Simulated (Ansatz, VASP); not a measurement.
# Cross-check of Ni (Ni(110)) between VASP and Ansatz, part 2 of 2

One calculation is typed for both programs; each brings its own data sets. How far apart do they land? The cell is taken from a series of runs on this material, whose earlier steps may have relaxed, scaled, displaced or heated it; both programs get it as it stands.

VASP 6.6.1 and Ansatz 0.2.0.

So far: The starting structure; Ansatz: single point, PBE, pair 1.

### 3. VASP: single point, PBE, pair 1

Level of this step: PBE, spin-polarised from a ferromagnetic start; plane waves and PAW (Ni) (VASP).

The same cell, functional, mesh and smearing now go to VASP, with its own data sets.

Lines of VASP's logs that name or quote its potential files are left out, and so is its time.

Contents of INCAR:

```
SYSTEM = Ni
PREC = Accurate
ENCUT = 520
EDIFF = 1E-06
NELM = 200
ISMEAR = -1
SIGMA = 0.1
LREAL = .FALSE.
ALGO = Normal
GGA = PE
NBANDS = 49
ISPIN = 2
MAGMOM = 0.8 0.7 0.69 0.66 0.69 0.7 0.8
LASPH = .TRUE.
LMAXMIX = 4
LORBIT = 11
LWAVE = .FALSE.
LCHARG = .FALSE.
ISIF = 2
LDIPOL = .TRUE.
IDIPOL = 3
DIPOL = 0.5 0.5 0.5
LVHAR = .TRUE.
GGA_COMPAT = .FALSE.
NELMDL = -8
KPAR = 2
```

Contents of POSCAR:

```
Ni
1.0
    3.5200000000      0.0000000000      0.0000000000
    0.0000000000      2.4890158698      0.0000000000
    0.0000000000      0.0000000000     17.4670476093
Ni
7
Direct
    0.0000000000      0.0000000000      0.2862532989
    0.5000000000      0.5000000000      0.3575021993
    0.0000000000      0.0000000000      0.4287510996
    0.5000000000      0.5000000000      0.5000000000
    0.0000000000      0.0000000000      0.5712489004
    0.5000000000      0.5000000000      0.6424978007
    0.0000000000      0.0000000000      0.7137467011
```

Contents of KPOINTS:

```
Automatic mesh
0
Gamma
12 16 1
0 0 0
```

PAW data sets: Ni (PBE family, release 64).

Started as:

```
$ mpirun -np 2 vasp_std
```

Numbers of over 12 decimals in the logs are rounded to 6 here.

The program printed:

```text
[banner, memory and clock lines left out]
running    2 mpi-ranks, on    1 nodes
 distrk:  each k-point on    1 cores,    2 groups
 distr:  one band on    1 cores,    1 groups

 POSCAR found type information on POSCAR Ni
 POSCAR found :  1 types and       7 ions
 LDA part: xc-table for (Slater+PW92), standard interpolation
 POSCAR, INCAR and KPOINTS ok, starting setup
 FFT: planning ... GRIDC
 FFT: planning ... GRID_SOFT
 FFT: planning ... GRID
 WAVECAR not read
 entering main loop
       N       E                     dE             d eps       ncg     rms          rms(c)
DAV:   1     0.514592660459E+03    0.51459E+03   -0.31199E+04 12356   0.171E+03
DAV:   2     0.561398310992E+00   -0.51403E+03   -0.48906E+03 12349   0.351E+02
DAV:   3    -0.417567982628E+02   -0.42318E+02   -0.39202E+02 13202   0.137E+02
DAV:   4    -0.425797667907E+02   -0.82297E+00   -0.82055E+00 13708   0.209E+01
DAV:   5    -0.425982527356E+02   -0.18486E-01   -0.18485E-01 19235   0.207E+00
DAV:   6    -0.425983825986E+02   -0.12986E-03   -0.12986E-03 16090   0.197E-01
DAV:   7    -0.425983875627E+02   -0.49641E-05   -0.49642E-05 18747   0.323E-02
DAV:   8    -0.425983876301E+02   -0.67415E-07   -0.67144E-07  9105   0.428E-03    0.250E+01
DAV:   9    -0.496831397542E+02   -0.70848E+01   -0.76969E+01 14227   0.151E+02    0.451E+01
DAV:  10    -0.435738386435E+02    0.61093E+01   -0.96792E+01 13893   0.127E+02    0.312E+01
DAV:  11    -0.406810567924E+02    0.28928E+01   -0.25186E+01 14764   0.927E+01    0.309E+01
DAV:  12    -0.370547277105E+02    0.36263E+01   -0.14149E+01 14838   0.707E+01    0.181E+01
DAV:  13    -0.384497631844E+02   -0.13950E+01   -0.12319E+01 13870   0.754E+01    0.282E+01
DAV:  14    -0.358525941057E+02    0.25972E+01   -0.16276E+01 14323   0.472E+01    0.938E+00
[...]
DAV:  29    -0.359373754662E+02   -0.53028E-04   -0.13275E-05 12566   0.626E-02    0.299E-02
DAV:  30    -0.359374014051E+02   -0.25939E-04   -0.38364E-06 10537   0.194E-02    0.298E-02
DAV:  31    -0.359374043444E+02   -0.29394E-05   -0.32025E-06  8828   0.335E-02    0.775E-03
DAV:  32    -0.359374103673E+02   -0.60229E-05   -0.76947E-07  8350   0.101E-02    0.178E-03
DAV:  33    -0.359374153460E+02   -0.49787E-05   -0.46499E-07  8240   0.652E-03    0.212E-03
DAV:  34    -0.359374171699E+02   -0.18239E-05   -0.15789E-07  7835   0.599E-03    0.184E-03
DAV:  35    -0.359374182408E+02   -0.10709E-05   -0.65832E-08  7969   0.285E-03    0.115E-03
DAV:  36    -0.359374189125E+02   -0.67163E-06   -0.40138E-08  7948   0.110E-03
   1 F= -.35937419E+02 E0= -.35720070E+02  d E =-.434698E+00  mag=     4.7135
```

OUTCAR, selected parts (step 3):

```text
ion  position               nearest neighbor table
   1  0.000  0.000  0.286-   3 2.49   2 2.49   2 2.49   2 2.49   2 2.49
   2  0.500  0.500  0.358-   4 2.49   3 2.49   3 2.49   3 2.49   3 2.49   1 2.49   1 2.49   1 2.49
                             1 2.49
   3  0.000  0.000  0.429-   1 2.49   2 2.49   2 2.49   2 2.49   2 2.49   4 2.49   4 2.49   4 2.49
                             4 2.49   5 2.49
   4  0.500  0.500  0.500-   2 2.49   6 2.49   5 2.49   3 2.49   3 2.49   5 2.49   3 2.49   5 2.49
                             3 2.49   5 2.49
   5  0.000  0.000  0.571-   7 2.49   6 2.49   6 2.49   6 2.49   6 2.49   4 2.49   4 2.49   4 2.49
                             4 2.49   3 2.49
   6  0.500  0.500  0.642-   4 2.49   5 2.49   5 2.49   5 2.49   5 2.49   7 2.49   7 2.49   7 2.49
                             7 2.49
   7  0.000  0.000  0.714-   5 2.49   6 2.49   6 2.49   6 2.49   6 2.49

  LATTYP: Found a simple orthorhombic cell.
 ALAT       =     2.4890158698
 B/A-ratio  =     1.4142135624
 C/A-ratio  =     7.0176521658

 Subroutine GETGRP returns: Found  8 space group operations
 (whereof  8 operations were pure point group operations)

The static configuration has the point symmetry D_2h.

 Found     63 irreducible k-points:

   k-points           NKPTS =     63   k-points in BZ     NKDIM =     63   number of bands    NBANDS=     49

   dimension x,y,z NGX =    28 NGY =   20 NGZ =  140
   dimension x,y,z NGXF=    56 NGYF=   40 NGZF=  280

   ENCUT  =  520.0 eV  38.22 Ry    6.18 a.u.   6.54  4.63 32.48*2*pi/ulx,y,z

   NELECT =      70.0000    total number of electrons

 k-points in reciprocal lattice and weights: Automatic mesh
   0.00000000  0.00000000  0.00000000       0.005
   0.08333333  0.00000000  0.00000000       0.010
   0.16666667  0.00000000  0.00000000       0.010
   0.25000000  0.00000000  0.00000000       0.010
   0.33333333  0.00000000  0.00000000       0.010
   0.41666667  0.00000000  0.00000000       0.010
   0.50000000  0.00000000  0.00000000       0.005
   0.00000000  0.06250000  0.00000000       0.010
   0.08333333  0.06250000  0.00000000       0.021
[...]
0.41666667  0.50000000  0.00000000       0.010
   0.50000000  0.50000000  0.00000000       0.005

 dipolmoment           0.000000      0.000000     -0.000000 electrons x Angstroem

 average (electrostatic) potential at core
       1 -88.5470       2 -88.8698       3 -88.9221       4 -88.8729       5 -88.9221
       6 -88.8698       7 -88.5470

 E-fermi :   2.4662

 spin component 1
 k-point     1 :       0.0000    0.0000    0.0000
  band No.  band energies     occupation
    ...
     35       1.7625      0.99912
     36       1.8396      0.99810
     37       1.8654      0.99755
     38       1.9762      0.99261
     39       2.1269      0.96748
     40       3.5939      0.00001
     41       5.5713      0.00000
     42       5.7758      0.00000
     43       6.5548      0.00000
     44       7.7251      0.00000
    ...

 k-point     2 :       0.0833    0.0000    0.0000
  band No.  band energies     occupation
    ...
     35       1.7222      0.99941
     36       1.8135      0.99854
     37       1.8949      0.99671
     38       1.9579      0.99384
     39       2.1333      0.96543
     40       3.6187      0.00001
     41       5.2618      0.00000
     42       5.5982      0.00000
     43       6.6270      0.00000
     44       7.0798      0.00000
    ...

 k-point     3 :       0.1667    0.0000    0.0000
  band No.  band energies     occupation
    ...
     35       1.7610      0.99914
     36       1.7946      0.99879
     37       1.9201      0.99577
     38       1.9205      0.99575
     39       2.1569      0.95663
     40       3.6951      0.00000
     41       4.1672      0.00000
     42       5.5208      0.00000
     43       5.9524      0.00000
     44       6.7832      0.00000
    ...

 k-point     4 :       0.2500    0.0000    0.0000
  band No.  band energies     occupation
    ...
     35       1.7935      0.99880
     36       1.7971      0.99876
     37       1.9065      0.99631
     38       1.9204      0.99576
     39       2.2073      0.93015
     40       3.0305      0.00353
     41       3.8131      0.00000
     42       4.4075      0.00000
     43       5.7451      0.00000
     44       6.0007      0.00000
    ...

 k-point     5 :       0.3333    0.0000    0.0000
  band No.  band energies     occupation
    ...
     36       1.8270      0.99833
     37       1.8942      0.99673
     38       1.9138      0.99603
     39       2.1318      0.96591
     40       2.2992      0.84158
     41       3.2740      0.00031
     42       3.8283      0.00000
     43       4.8829      0.00000
     44       5.3888      0.00000
     45       7.8531      0.00000
    ...

 k-point     6 :       0.4167    0.0000    0.0000
  band No.  band energies     occupation
    ...
     36       1.8123      0.99856
     37       1.8343      0.99820
     38       1.8851      0.99701
     39       1.9007      0.99651
     40       2.3476      0.76599
     41       2.5274      0.35156
     42       3.1709      0.00087
     43       4.5907      0.00000
     44       4.7436      0.00000
     45       8.3513      0.00000
    ...

  Total       -3.1165371     -2.7188443     -1.7573230      0.0000000      0.0000000      0.0000000
  in kB      -32.6281956    -28.4645997    -18.3980736      0.0000000      0.0000000      0.0000000
  external PRESSURE =     -26.4969563 kB  Pullay stress =       0.0000000 kB

  energy-cutoff  :      520.00
  volume of cell :      153.03
      direct lattice vectors                 reciprocal lattice vectors
     3.520000000  0.000000000  0.000000000     0.284090909  0.000000000  0.000000000
     0.000000000  2.489015870  0.000000000     0.000000000  0.401765217  0.000000000
     0.000000000  0.000000000 17.467047609     0.000000000  0.000000000  0.057250660

 POSITION                                       TOTAL-FORCE (eV/Angst)
 -----------------------------------------------------------------------------------
      0.00000      0.00000      5.00000         0.000000      0.000000      0.594270
      1.76000      1.24451      6.24451         0.000000      0.000000     -0.487055
      0.00000      0.00000      7.48902         0.000000      0.000000     -0.107100
      1.76000      1.24451      8.73352         0.000000      0.000000      0.000000
      0.00000      0.00000      9.97803         0.000000      0.000000      0.107100
      1.76000      1.24451     11.22254         0.000000      0.000000      0.487055
      0.00000      0.00000     12.46705         0.000000     -0.000000     -0.594270
 -----------------------------------------------------------------------------------
    total drift:                                0.000000      0.000000      0.000000

  FREE ENERGIE OF THE ION-ELECTRON SYSTEM (eV)
  ---------------------------------------------------
  free  energy   TOTEN  =       -35.9374189125 eV

  energy  without entropy=      -35.5027207420  energy(sigma->0) =      -35.72006983

 vacuum level on the upper side and lower side of the slab         6.987         6.987

 total charge
# of ion       s       p       d       tot
------------------------------------------
    1        0.462   0.291   8.320   9.073
    2        0.491   0.465   8.299   9.255
    3        0.495   0.493   8.313   9.301
    4        0.496   0.493   8.319   9.308
    5        0.495   0.493   8.313   9.301
    6        0.491   0.465   8.299   9.255
    7        0.462   0.291   8.320   9.073
--------------------------------------------------
tot          3.392   2.991  58.184  64.567

 magnetization (x)
# of ion       s       p       d       tot
------------------------------------------
    1        0.000  -0.014   0.781   0.767
    2       -0.007  -0.025   0.692   0.661
    3       -0.007  -0.024   0.680   0.650
    4       -0.006  -0.023   0.653   0.624
    5       -0.007  -0.024   0.680   0.650
    6       -0.007  -0.025   0.692   0.661
    7        0.000  -0.014   0.781   0.767
--------------------------------------------------
tot         -0.031  -0.148   4.959   4.780

[... 6 further parts left out ...]
```

### 4. Comparison

Known differences besides the potentials themselves: VASP starts from the moments at which Ansatz ended; the data sets hold 126 valence electrons in Ansatz (on its default PAW (the set named soft_2) files) and 70 in VASP; the cutoff is 420 eV in Ansatz and 520 eV in VASP; site moments are counted in spheres of each program's own size. Total energies have different zeros and are not compared.

Both answers:

| quantity | Ansatz | VASP | difference |
| --- | --- | --- | --- |
| total moment (μB) | 4.82 | 4.71 | +0.11 |
| moment on Ni1 (μB) | 0.80 | 0.77 | +0.03 |
| moment on Ni7 (μB) | 0.80 | 0.77 | +0.03 |
| moment on Ni6 (μB) | 0.70 | 0.66 | +0.04 |
| moment on Ni2 (μB) | 0.70 | 0.66 | +0.04 |
| moment on Ni5 (μB) | 0.69 | 0.65 | +0.04 |
| moment on Ni3 (μB) | 0.69 | 0.65 | +0.04 |
| moment on Ni4 (μB) | 0.66 | 0.62 | +0.04 |
| work function, lower of the two faces (eV) | 4.53 | 4.52 | +0.01 |
| work function, higher of the two faces (eV) | 4.53 | 4.52 | +0.01 |

With vacuum in the cell, a pressure given here is an average over mostly empty space and none of the material.

### 5. Ansatz: single point, PBE, pair 2

With cell and atoms fixed, the geometry can't cause a difference; cores, projectors, grids and the points listed under the comparison can. This pair takes another cell of the material, with 6 atoms against 7 for the pair before.

The cell is taken from a series of runs on this material, whose earlier steps may have relaxed, scaled, displaced or heated it; both programs get it as it stands.

Contents of input.yaml:

```yaml
crystal:
  lattice:
    - [3.52, 0.0, 0.0]
    - [0.0, 2.4890158698, 0.0]
    - [0.0, 0.0, 24.2225396744]
  atoms:
    - { symbol: Ni, position: [0.5, 0.5, 0.3715547635], spin: 0.7 }
    - { symbol: Ni, position: [0.0, 0.0, 0.4229328581], spin: 0.7 }
    - { symbol: Ni, position: [0.5, 0.5, 0.4743109527], spin: 0.7 }
    - { symbol: Ni, position: [0.0, 0.0, 0.5256890473], spin: 0.7 }
    - { symbol: Ni, position: [0.5, 0.5, 0.5770671419], spin: 0.7 }
    - { symbol: Ni, position: [0.0, 0.0, 0.6284452365], spin: 0.7 }
magnetization:
  spin_polarized: true
kpoints:
  mp_grid: { grid: [12, 16, 1] }
hamiltonian:
  xc: pbe
scf:
  occupations: { method: fermi_dirac, width: 0.1 }
  convergence: { dr2_threshold: 1.0e-09 }
efield:
  axis: 3
  dipole_correction: true
  ramp_position: 0.97
  ramp_width: 0.06
output:
  write_potential: true
  write_density: true
  volumetric_format: npy
```

Started as:

```
$ ansatz run input.yaml --threads 4 --pin off --max-ram 6144MiB --backend cpu --events-out ev --progress --plain --runs-dir out
```

The program printed:

```text
[...]
Crystal: 6 atoms, lattice volume = 212.222 Å³
Basis set: ecut = 420 eV, 4127 PW (Γ)
Bands: 68, of which v1, the nominal top of the filled ones, is band 54 counted from 1 (53 counted from 0)
Symmetry: 4 space group operations
k-points: 63 of 192
[...]
k-point 1 ↑: bands = [... 50 lower, 1.5947, 1.6768, 1.6910, 1.7071, 1.8999, 1.9602, 1.9713, 2.8108, ... 10 higher]
  k-point 2 ↑: bands = [... 50 lower, 1.5972, 1.6220, 1.6655, 1.7076, 1.8873, 1.8981, 2.0316, 3.0122, ... 10 higher]
  k-point 62 ↓: bands = [... 50 lower, 2.7840, 2.7840, 2.8862, 2.8862, 3.5842, 3.5842, 5.8895, 5.8895, ... 10 higher]
[key lines of the parts left out:]
SCF converged after 19 iterations
Magnetization: 4.0760 μB (56.0380 up, 51.9620 down)
Free energy (F): -35035.916676 eV
Fermi energy:    2.550937 eV
Dipole field:    D = 0.000008 V/Å  (p = 0.000010 e·Å, saw-weighted, corrected)
Work function:   Φ+ = 4.4660 eV   Φ− = 4.4662 eV
```

### 6. VASP: single point, PBE, pair 2

The same cell, functional, mesh and smearing now go to VASP, with its own data sets.

INCAR, as its differences from that of step 3:

```diff
@@ -10,5 +10,5 @@
 GGA = PE
-NBANDS = 49
+NBANDS = 43
 ISPIN = 2
-MAGMOM = 0.8 0.7 0.69 0.66 0.69 0.7 0.8
+MAGMOM = 0.8 0.68 0.67 0.67 0.68 0.8
 LASPH = .TRUE.
```

Contents of POSCAR:

```
Ni
1.0
    3.5200000000      0.0000000000      0.0000000000
    0.0000000000      2.4890158698      0.0000000000
    0.0000000000      0.0000000000     24.2225396744
Ni
6
Direct
    0.5000000000      0.5000000000      0.3715547635
    0.0000000000      0.0000000000      0.4229328581
    0.5000000000      0.5000000000      0.4743109527
    0.0000000000      0.0000000000      0.5256890473
    0.5000000000      0.5000000000      0.5770671419
    0.0000000000      0.0000000000      0.6284452365
```

KPOINTS is that of step 3.

Started as:

```
$ mpirun -np 2 vasp_std
```

The program printed:

```text
[banner, memory and clock lines left out]
running    2 mpi-ranks, on    1 nodes
[...]
LDA part: xc-table for (Slater+PW92), standard interpolation
 POSCAR, INCAR and KPOINTS ok, starting setup
[...]
entering main loop
       N       E                     dE             d eps       ncg     rms          rms(c)
DAV:   1     0.416968898894E+03    0.41697E+03   -0.25872E+04 10836   0.143E+03
DAV:   2    -0.631728067070E+01   -0.42329E+03   -0.40154E+03 10873   0.316E+02
DAV:   3    -0.355162807364E+02   -0.29199E+02   -0.27642E+02 11846   0.119E+02
DAV:   4    -0.360196652740E+02   -0.50338E+00   -0.50224E+00 12178   0.173E+01
[...]
DAV:  37    -0.304536465733E+02   -0.78032E-05   -0.12656E-07  7323   0.277E-03    0.576E-04
DAV:  38    -0.304536532243E+02   -0.66510E-05   -0.10078E-07  7299   0.134E-03    0.537E-04
DAV:  39    -0.304536541028E+02   -0.87854E-06   -0.19740E-08  7208   0.759E-04
   1 F= -.30453654E+02 E0= -.30268277E+02  d E =-.370755E+00  mag=     4.0037
```

Parts of OUTCAR (step 6):

```text
  Total       -3.0205782     -2.7194211     -1.9539026      0.0000000      0.0000000      0.0000000
  in kB      -22.8039801    -20.5303826    -14.7510687      0.0000000      0.0000000      0.0000000
  external PRESSURE =     -19.3618105 kB  Pullay stress =       0.0000000 kB

 POSITION                                       TOTAL-FORCE (eV/Angst)
 -----------------------------------------------------------------------------------
      1.76000      1.24451      9.00000         0.000000      0.000000      0.612516
      0.00000      0.00000     10.24451         0.000000      0.000000     -0.413392
      1.76000      1.24451     11.48902         0.000000      0.000000     -0.254719
      0.00000      0.00000     12.73352         0.000000      0.000000      0.254719
      1.76000      1.24451     13.97803         0.000000      0.000000      0.413392
      0.00000      0.00000     15.22254         0.000000      0.000000     -0.612516
 -----------------------------------------------------------------------------------
    total drift:                                0.000000      0.000000     -0.000000

  FREE ENERGIE OF THE ION-ELECTRON SYSTEM (eV)
  ---------------------------------------------------
  free  energy   TOTEN  =       -30.4536541028 eV

  energy  without entropy=      -30.0828991803  energy(sigma->0) =      -30.26827664

 magnetization (x)
# of ion       s       p       d       tot
------------------------------------------
    1       -0.001  -0.016   0.785   0.769
    2       -0.007  -0.025   0.673   0.640
    3       -0.007  -0.024   0.662   0.631
    4       -0.007  -0.024   0.662   0.631
    5       -0.007  -0.025   0.673   0.640
    6       -0.001  -0.016   0.785   0.769
--------------------------------------------------
tot         -0.029  -0.131   4.241   4.081

[... 3 further parts left out ...]
[key lines of the parts left out:]
E-fermi :  -0.1525
```

### 7. Side by side

What differs besides the data sets and the points named for the pairs above, as far as they apply: the data sets hold 108 valence electrons in Ansatz (on its default PAW (the set named soft_2) files) and 60 in VASP. Total energies have different zeros and are not compared.

The two programs side by side:

```
                                   quantity  Ansatz  VASP  difference
                          total moment (μB)    4.08  4.00       +0.07
                         moment on Ni1 (μB)    0.80  0.77       +0.03
                         moment on Ni6 (μB)    0.80  0.77       +0.03
                         moment on Ni5 (μB)    0.68  0.64       +0.04
                         moment on Ni2 (μB)    0.68  0.64       +0.04
                         moment on Ni4 (μB)    0.67  0.63       +0.04
                         moment on Ni3 (μB)    0.67  0.63       +0.04
 work function, lower of the two faces (eV)    4.47  4.46       +0.01
work function, higher of the two faces (eV)    4.47  4.46       +0.01
```

With vacuum in the cell, a pressure given here is an average over mostly empty space and none of the material.

### 8. Summary of results

```json
{"difference in work function, higher of the two faces (single point, PBE, pair 1)": "0.011 eV", "difference in work function, higher of the two faces (single point, PBE, pair 2)": "0.0077 eV"}
```

In words: The difference in work function, higher of the two faces is 0.011 eV (single point, PBE, pair 1). The data sets hold unlike numbers of valence electrons (126 in Ansatz and 70 in VASP and 108 in Ansatz and 60 in VASP), so part of the differences comes from the potentials. How closely two codes agree says nothing of how well the functional describes the real material.

[Lines on the potential files, build, host, timing and source positions are cut from VASP's logs without a mark.]

[Logs are printed without paths, hosts, clocks, repeated set-up lines and the standing remarks that a program may print on its own settings, such as how far it seeks lower states.]

[Hosts, paths, dates, database ids (printed as entryN), source tags and the programs' standing remarks are cut or masked in the printed files.]
